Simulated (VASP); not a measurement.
# TlCo2Hg2 (I4/mmm) in VASP: single point with r2SCAN

Aim: the single point of TlCo2Hg2 with r2SCAN.

Program: VASP 6.6.1. These are calculated values, not measurements. Logs are shortened: lines on timing, memory, paths and dates and some standing lists are left out, and cuts for length are marked.

### 1 Starting point

Symmetry: I4/mmm, No. 139, tetragonal system. The conventional cell has a = 3.826 Å, b = 3.826 Å, c = 13.251 Å, α = 90.00°, β = 90.00°, γ = 90.00°. Hg (site symmetry 4mm) is surrounded by 4 Co at 2.31 Å. Around Tl (site symmetry 4/mmm) lie 8 Hg at 3.38 Å and 8 Co at 3.83 Å and 4 Tl at 3.83 Å. Co (site symmetry -4m2) has 4 Hg at 2.31 Å as nearest neighbours.

The cell was built by a generator and needn't be a form met in nature.

### 2 Single point, r2SCAN

POSCAR

```
TlCo2Hg2
1.0
    0.0000000000      3.8260640000      0.0000000000
    3.8260640000      0.0000000000      0.0000000000
    1.9130320000      1.9130320000     -6.6252990000
Hg Tl Co
2 1 2
Direct
    0.3474000000      0.3474000000      0.3052000000
    0.6526000000      0.6526000000      0.6948000000
    0.0000000000      0.0000000000      0.0000000000
    0.7500000000      0.2500000000      0.5000000000
    0.2500000000      0.7500000000      0.5000000000
```

INCAR.step1

```
SYSTEM = TlCo2Hg2
PREC = Accurate
ENCUT = 520
ISMEAR = -1
SIGMA = 0.0163
LREAL = .False.
LASPH = .True.
NELM = 80
NBANDS = 36
GGA = PE
ALGO = Normal
EDIFF = 1E-4
LWAVE = .True.
LCHARG = .False.
```

INCAR.step2

```
SYSTEM = TlCo2Hg2
PREC = Accurate
ENCUT = 520
EDIFF = 1E-6
ISMEAR = -1
SIGMA = 0.0163
LREAL = .False.
LASPH = .True.
NELM = 80
ALGO = Normal
ISIF = 2
LWAVE = .False.
LCHARG = .False.
METAGGA = R2SCAN
LMIXTAU = .True.
NBANDS = 36
ISTART = 1
```

KPOINTS

```
regular mesh
0
Gamma
  9 9 9
  0 0 0
```

Potentials or basis: VASP PAW PBE potentials, release 64 (Hg, Tl_d, Co).

Command:

```sh
$ cat potpaw_PBE.64/Hg/POTCAR potpaw_PBE.64/Tl_d/POTCAR potpaw_PBE.64/Co/POTCAR > POTCAR
$ cp INCAR.step1 INCAR
$ mpirun -np 1 vasp_std > vasp.out
$ cp INCAR.step2 INCAR
$ mpirun -np 1 vasp_std > vasp.out
```

OUTCAR:

```text
SYSTEM = TlCo2Hg2
   PREC = Accurate
   ENCUT = 520
   EDIFF = 1E-6
   ISMEAR = -1
   LREAL = .False.
   LASPH = .True.
   NELM = 80
   ISIF = 2
   METAGGA = R2SCAN
   ISTART = 1

 ion  position               nearest neighbor table
   1  0.347  0.347  0.305-   4 2.31   5 2.31   5 2.31   4 2.31   3 3.38   3 3.38   3 3.38   3 3.38
                             2 3.74   2 3.74   2 3.74   2 3.74
   2  0.653  0.653  0.695-   5 2.31   4 2.31   4 2.31   5 2.31   3 3.38   3 3.38   3 3.38   3 3.38
                             1 3.74   1 3.74   1 3.74   1 3.74
   3  0.000  0.000  0.000-   2 3.38   2 3.38   2 3.38   1 3.38   2 3.38   1 3.38   1 3.38   1 3.38

   4  0.750  0.250  0.500-   1 2.31   1 2.31   2 2.31   2 2.31   5 2.71   5 2.71   5 2.71   5 2.71

   5  0.250  0.750  0.500-   1 2.31   1 2.31   2 2.31   2 2.31   4 2.71   4 2.71   4 2.71   4 2.71

  LATTYP: Found a body centered tetragonal cell.
 ALAT       =     3.8260640000
 C/A-ratio  =     3.4632452567

  Lattice vectors:

 A1 = (  -1.9130320000,   1.9130320000,   6.6252990000)
 A2 = (   1.9130320000,  -1.9130320000,   6.6252990000)
 A3 = (   1.9130320000,   1.9130320000,  -6.6252990000)

Analysis of symmetry for initial positions (statically):
=====================================================================
 Subroutine PRICEL returns:
 Original cell was already a primitive cell.

 Routine SETGRP: Setting up the symmetry group for a
 body centered tetragonal supercell.

 Subroutine GETGRP returns: Found 16 space group operations
 (whereof 16 operations were pure point group operations)
 out of a pool of 16 trial point group operations.

The static configuration has the point symmetry D_4h.

Analysis of symmetry for dynamics (positions and initial velocities):
=====================================================================
 Subroutine PRICEL returns:
 Original cell was already a primitive cell.

 Routine SETGRP: Setting up the symmetry group for a
 body centered tetragonal supercell.

 Subroutine GETGRP returns: Found 16 space group operations
 (whereof 16 operations were pure point group operations)
 out of a pool of 16 trial point group operations.

The dynamic configuration has the point symmetry D_4h.

 Subroutine INISYM returns: Found 16 space group operations
 (whereof 16 operations are pure point group operations),
 and found     1 'primitive' translations

----------------------------------------------------------------------------------------
[... 100 lines left out ...]
   LREAL  =      F    real-space projection
   EDIFFG = 0.1E-04   stopping-criterion for IOM
   NSW    =      0    number of steps for IOM
   IBRION =     -1    ionic relax: 0-MD 1-quasi-New 2-CG
   NFREE  =      0    steps in history (QN), initial steepest desc. (CG)
   ISIF   =      2    stress and relaxation
   ISYM   =      2    0-nonsym 1-usesym 2-fastsym
   POTIM  = 0.5000    time-step for ionic-motion
   TEBEG  =    0.0;   TEEND  =   0.0 temperature during run
   PSTRESS=    0.0 pullay stress
   NELECT =      55.0000    total number of electrons
   NUPDOWN=      -1.0000    fix difference up-down
   EMIN   =  10.00;   EMAX   =-10.00  energy-range for DOS
   EFERMI =   0.00;   METHOD = LEGACY
   ISMEAR =    -1;   SIGMA  =   0.02  broadening in eV -4-tet -1-fermi 0-gaus
   EFERMI_NEDOS =   21; number of points for ismear=-14 and -15
   IALGO  =     38    algorithm
   IMIX   =      4    mixing-type and parameters
     AMIX     =   0.40;   BMIX     =  1.00
     AMIX_MAG =   1.60;   BMIX_MAG =  1.00
  volume/ion in A,a.u.               =      19.40       130.90
  Fermi-wavevector in a.u.,A,eV,Ry     =   1.355062  2.560695 24.982913  1.836192
  Thomas-Fermi vector in A             =   2.482181
   LORBIT       =      0    0 simple, 1 ext, 2 COOP (PROOUT), +10 PAW based schemes
   METAGGA = R2SCAN    functional components
   LHFCALC =     F    Hartree Fock is set to
   AEXX    =    0.0000 exact exchange contribution
   IVDW    =     0    specifies the selected vdW correction
   LEPSILON=     F    determine dielectric tensor
   LRPA    =     F    only Hartree local field effects (RPA)
 non-spin polarized calculation
  energy-cutoff  :      520.00
  volume of cell :       96.99
 maximum number of plane-waves:      2630
   NGX = 15   NGY = 15   NGZ = 27

 number of electron      54.9999988 magnetization

 Free energy of the ion-electron system (eV)
  ---------------------------------------------------
  ext. energy  EPLUGINS =         0.00000000
  ---------------------------------------------------
  free energy    TOTEN  =      -171.62219210 eV

  energy without entropy =     -171.61184560  energy(sigma->0) =     -171.61701885

 E-fermi :   5.3483     XC(G=0): -11.8790

 val. band max:        5.3476731537   @ k =  -0.1111  -0.2222   0.2222
 cond. band min:       5.3497265583   @ k =   0.4444   0.1111  -0.0000
 fundamental gap:      0.0020534046
 Fermi energy:         5.3482844491

 k-point     1 :       0.0000    0.0000    0.0000
  band No.  band energies     occupation
      1      -6.4286      2.00000
      2      -6.2987      2.00000
      3      -6.2134      2.00000
      4      -6.2134      2.00000
      5      -6.1952      2.00000
      6      -4.3268      2.00000
[... 925 lines left out ...]
     35       9.2514      0.00000
     36       9.8715      0.00000

 [... further k-points ...]

------------------------ aborting loop because EDIFF is reached ----------------------------------------

  FORCE on cell =-STRESS in cart. coord.  units (eV):
  Direction    XX          YY          ZZ          XY          YZ          ZX
  --------------------------------------------------------------------------------------
  -------------------------------------------------------------------------------------
  Total       13.9268964     13.9268964     14.0123114      0.0000000      0.0000000     -0.0000000
  in kB      230.0673460    230.0673460    231.4783722      0.0000000      0.0000000     -0.0000000
  external PRESSURE =     230.5376881 kB  Pullay stress =       0.0000000 kB

 VOLUME and BASIS-vectors are now :
 -----------------------------------------------------------------------------
  energy-cutoff  :      520.00
  volume of cell :       96.99
      direct lattice vectors                 reciprocal lattice vectors
     0.000000000  3.826064000  0.000000000     0.000000000  0.261365205  0.075468292
     3.826064000  0.000000000  0.000000000     0.261365205  0.000000000  0.075468292
     1.913032000  1.913032000 -6.625299000     0.000000000  0.000000000 -0.150936584

 POSITION                                       TOTAL-FORCE (eV/Angst)
 -----------------------------------------------------------------------------------
      1.91303      1.91303     -2.02204         0.000000      0.000000      5.910583
      3.82606      3.82606     -4.60326        -0.000000     -0.000000     -5.910583
      0.00000      0.00000      0.00000         0.000000      0.000000     -0.000000
      1.91303      3.82606     -3.31265         0.000000      0.000000     -0.000000
      3.82606      1.91303     -3.31265        -0.000000     -0.000000     -0.000000
 -----------------------------------------------------------------------------------
    total drift:                                0.000000      0.000000     -0.000000

  FREE ENERGIE OF THE ION-ELECTRON SYSTEM (eV)
  ---------------------------------------------------
  free  energy   TOTEN  =      -171.6221920977 eV

  energy  without entropy=     -171.6118455971  energy(sigma->0) =     -171.61701885
```

Wall time 9.1 min (1 thread of Intel Xeon Platinum 8488C (Sapphire Rapids), shared host); peak memory 0.38 GiB.

What came out:

```yaml
Free_energy: -171.6222 eV
Pressure: 23.1 GPa
Largest_force: 5.911 eV/Å
Band_gap_on_the_k_mesh: none (metal or under the smearing width)
```

Forces in eV/Å, atoms in the order of the input:
```
Hg   0.000  0.000  5.911
Hg   0.000  0.000 -5.911
Tl   0.000  0.000  0.000
Co   0.000  0.000  0.000
Co   0.000  0.000  0.000
```

Stress tensor (GPa, compression positive):
```
23.01  0.00  0.00
 0.00 23.01  0.00
 0.00  0.00 23.15
```

Caveat: so large a pressure means that the cell lies far from this level's equilibrium, or that cutoff or potentials fall short; the potentials were made for another functional, which shifts forces and pressure. Spin-orbit coupling is left out, which matters for the levels of Hg, Tl.
